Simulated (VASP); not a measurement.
Given:

```
CELL_PARAMETERS angstrom
      0.00000     2.87640     2.87640
      2.87640     0.00000     2.87640
      2.87640     2.87640     0.00000
ATOMIC_POSITIONS crystal
  Na 0.00000 0.00000 0.00000
  Cl 0.50000 0.50000 0.50000
```

All values below come from PBE GGA, VASP's PBE PAW potentials (set 64) (plane waves; VASP). Settings: 400 eV cut-off, 7×7×7 Γ-centred mesh, Gaussian smearing of 0.050 eV, potentials Na_pv Cl.

Q: Estimate the energy per atom (σ→0), band gap (on the k-mesh) with the smallest direct gap where there is one.

A: 
- band gap (on the k-mesh): 4.88 eV
- smallest direct gap (on the k-mesh): 4.88 eV
- energy per atom (σ→0): -3.387 eV/atom

Only differences to runs with the same potentials and settings are physical.

The compound is NaCl in the rock salt structure. The cell was not relaxed at this level.
